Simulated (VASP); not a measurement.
Calculation: revPBE GGA, VASP's PBE PAW potentials (set 64) (plane waves; VASP).

Input for VASP

**INCAR**
```
LREAL=.FALSE.   ! projection in real space or not
LMAXMIX=4   ! l cut-off of mixed one-centre charges
ALGO=Normal
SYSTEM=NaSrCl3
ISIF=2
PREC=Accurate
SIGMA=0.05   ! width (eV)
LCHARG=.FALSE.
NELM=100   ! most electronic steps
ENCUT=400   ! plane-wave cut-off (eV)
GGA=RE   ! revPBE
ISMEAR=0   ! Gaussian
LASPH=.TRUE.   ! aspherical one-centre terms
EDIFF=1E-6   ! SCF stop (eV)
LWAVE=.FALSE.
```

KPOINTS:
```
Automatic mesh
0
Gamma
4 4 4
0 0 0
```

POSCAR:
```
NaSrCl3
1
    5.4218160000     0.0000000000     0.0000000000
    0.0000000000     5.4218160000     0.0000000000
    0.0000000000     0.0000000000     5.4218160000
Na Sr Cl
1 1 3
Direct
  0.0000000000   0.0000000000   0.0000000000
  0.5000000000   0.5000000000   0.5000000000
  0.0000000000   0.5000000000   0.5000000000
  0.5000000000   0.5000000000   0.0000000000
  0.5000000000   0.0000000000   0.5000000000
```

POTCAR, in this order: Na_pv Sr_sv Cl (PBE.64 set). Program: vasp_std.

The resulting files:

**OSZICAR**
```
       N       E                     dE             d eps       ncg     rms          rms(c)
DAV:   1     0.312226428178E+03    0.31223E+03   -0.15476E+04   484   0.121E+03
DAV:   2     0.153540929689E+02   -0.29687E+03   -0.29140E+03   560   0.316E+02
DAV:   3    -0.174636159847E+02   -0.32818E+02   -0.32762E+02   690   0.105E+02
DAV:   4    -0.184393928626E+02   -0.97578E+00   -0.97514E+00   655   0.182E+01
DAV:   5    -0.184764164123E+02   -0.37024E-01   -0.37019E-01   770   0.211E+00    0.248E+01
DAV:   6    -0.175375579314E+02    0.93886E+00   -0.16132E+00   558   0.572E+00    0.154E+01
DAV:   7    -0.173040434265E+02    0.23351E+00   -0.12936E+00   604   0.551E+00    0.200E+00
DAV:   8    -0.172839787785E+02    0.20065E-01   -0.13378E-01   589   0.208E+00    0.462E-01
DAV:   9    -0.172840832297E+02   -0.10445E-03   -0.12878E-02   567   0.741E-01    0.336E-01
DAV:  10    -0.172850859629E+02   -0.10027E-02   -0.82549E-03   502   0.594E-01    0.122E-01
DAV:  11    -0.172852818077E+02   -0.19584E-03   -0.68775E-04   664   0.177E-01    0.670E-02
DAV:  12    -0.172853673181E+02   -0.85510E-04   -0.79389E-05   539   0.631E-02    0.227E-02
DAV:  13    -0.172853868897E+02   -0.19572E-04   -0.31784E-05   537   0.372E-02    0.131E-02
DAV:  14    -0.172853880468E+02   -0.11571E-05   -0.22687E-06   484   0.115E-02    0.217E-03
DAV:  15    -0.172853881785E+02   -0.13175E-06   -0.15228E-07   398   0.341E-03
   1 F= -.17285388E+02 E0= -.17285388E+02  d E =-.742306E-23
```

File OUTCAR:
```
------------------------ aborting loop because EDIFF is reached ----------------------------------------
  FORCE on cell =-STRESS in cart. coord.  units (eV):
  Direction    XX          YY          ZZ          XY          YZ          ZX
  --------------------------------------------------------------------------------------
  Total        4.5234992      4.5234992      4.5234992      0.0000000     -0.0000000      0.0000000
  in kB       45.4727038     45.4727038     45.4727038      0.0000000     -0.0000000      0.0000000
  external PRESSURE =      45.4727038 kB  Pullay stress =       0.0000000 kB
  volume of cell :      159.38
      direct lattice vectors                 reciprocal lattice vectors
     5.421816000  0.000000000  0.000000000     0.184440047  0.000000000  0.000000000
     0.000000000  5.421816000  0.000000000     0.000000000  0.184440047  0.000000000
     0.000000000  0.000000000  5.421816000     0.000000000  0.000000000  0.184440047
 POSITION                                       TOTAL-FORCE (eV/Angst)
 -----------------------------------------------------------------------------------
      0.00000      0.00000      0.00000         0.000000      0.000000      0.000000
      2.71091      2.71091      2.71091         0.000000      0.000000      0.000000
      0.00000      2.71091      2.71091         0.000000      0.000000      0.000000
      2.71091      2.71091      0.00000         0.000000      0.000000      0.000000
      2.71091      0.00000      2.71091         0.000000      0.000000      0.000000
 -----------------------------------------------------------------------------------
    total drift:                                0.000000      0.000000      0.000000
  FREE ENERGIE OF THE ION-ELECTRON SYSTEM (eV)
  ---------------------------------------------------
  free  energy   TOTEN  =       -17.2853881785 eV

  energy  without entropy=      -17.2853881785  energy(sigma->0) =      -17.28538818
```
(Selected blocks of OUTCAR.)

The structure was generated: NaSrCl3 was put into the cubic-perovskite type (Pm-3m), which need not be its known phase. The cell was not relaxed at this level. The run is one of a series of settings (GGA = RE against the base run), some of them coarse on purpose.
